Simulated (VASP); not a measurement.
All values below come from vdW-DF2, VASP's PBE PAW potentials (set 64) (plane waves; VASP).

The input files of a VASP run:

**INCAR**
```
# general
SYSTEM  =SiC
PREC    =Accurate
ENCUT   =520
LREAL   =F
LASPH   =T

# electronic loop
EDIFF   =1E-7
NELM    =100
ALGO    =Normal

# smearing
ISMEAR  =0
SIGMA   =0.05

# functional
GGA     =ML
LUSE_VDW=T
AGGAC   =0.0
ZAB_VDW =-1.8867

# ions
ISIF    =2

# output
LWAVE   =F
LCHARG  =F
```

File KPOINTS:
```
Regular mesh
0
Gamma
10 10 10
0 0 0
```

**POSCAR**
```
SiC
1
    0.0000000000     2.2350485533     2.2350485533
    2.2350485533     0.0000000000     2.2350485533
    2.2350485533     2.2350485533     0.0000000000
Si C
1 1
Direct
  0.0000000000   0.0000000000   0.0000000000
  0.2500000000   0.2500000000   0.2500000000
```

POTCAR, in this order: Si C (PBE.64 set). Program: vasp_std.

The run wrote:

**OSZICAR**
```
       N       E                     dE             d eps       ncg     rms          rms(c)
DAV:   1     0.827644101117E+01    0.82764E+01   -0.40174E+03   776   0.831E+02
DAV:   2    -0.132453939982E+02   -0.21522E+02   -0.20734E+02  1112   0.109E+02
DAV:   3    -0.136814715626E+02   -0.43608E+00   -0.43608E+00   848   0.192E+01
DAV:   4    -0.136829542749E+02   -0.14827E-02   -0.14827E-02  1184   0.124E+00
DAV:   5    -0.136829553621E+02   -0.10872E-05   -0.10872E-05   864   0.278E-02    0.817E+00
DAV:   6    -0.115835606889E+02    0.20994E+01   -0.11186E+01   792   0.188E+01    0.283E+00
DAV:   7    -0.116057554141E+02   -0.22195E-01   -0.26910E-01  1104   0.434E+00    0.163E+00
DAV:   8    -0.116149731507E+02   -0.92177E-02   -0.70736E-02   896   0.254E+00    0.248E-01
DAV:   9    -0.116151974704E+02   -0.22432E-03   -0.13830E-03  1128   0.370E-01    0.179E-01
DAV:  10    -0.116153214880E+02   -0.12402E-03   -0.84392E-04   792   0.277E-01    0.288E-02
DAV:  11    -0.116153367586E+02   -0.15271E-04   -0.35234E-05   992   0.591E-02    0.227E-02
DAV:  12    -0.116153405115E+02   -0.37530E-05   -0.11493E-05   784   0.408E-02    0.299E-03
DAV:  13    -0.116153410596E+02   -0.54804E-06   -0.34331E-07  1168   0.517E-03    0.831E-04
DAV:  14    -0.116153410905E+02   -0.30946E-07   -0.68913E-08   592   0.250E-03
   1 F= -.11615341E+02 E0= -.11615341E+02  d E =-.417929E-13
```

### OUTCAR
```
------------------------ aborting loop because EDIFF is reached ----------------------------------------
  FORCE on cell =-STRESS in cart. coord.  units (eV):
  Direction    XX          YY          ZZ          XY          YZ          ZX
  --------------------------------------------------------------------------------------
  Total       -0.7445660     -0.7445660     -0.7445660     -0.0000000     -0.0000000     -0.0000000
  in kB      -53.4223400    -53.4223400    -53.4223400     -0.0000000     -0.0000000     -0.0000000
  external PRESSURE =     -53.4223400 kB  Pullay stress =       0.0000000 kB
  volume of cell :       22.33
      direct lattice vectors                 reciprocal lattice vectors
     0.000000000  2.235048553  2.235048553    -0.223708787  0.223708787  0.223708787
     2.235048553  0.000000000  2.235048553     0.223708787 -0.223708787  0.223708787
     2.235048553  2.235048553  0.000000000     0.223708787  0.223708787 -0.223708787
  FREE ENERGIE OF THE ION-ELECTRON SYSTEM (eV)
  ---------------------------------------------------
  free  energy   TOTEN  =       -11.6153410905 eV

  energy  without entropy=      -11.6153410905  energy(sigma->0) =      -11.61534109
```
(Selected blocks of OUTCAR.)

The compound is SiC in the zinc blende structure. This cell is one point of a volume scan, at 1.03 of the reference volume.
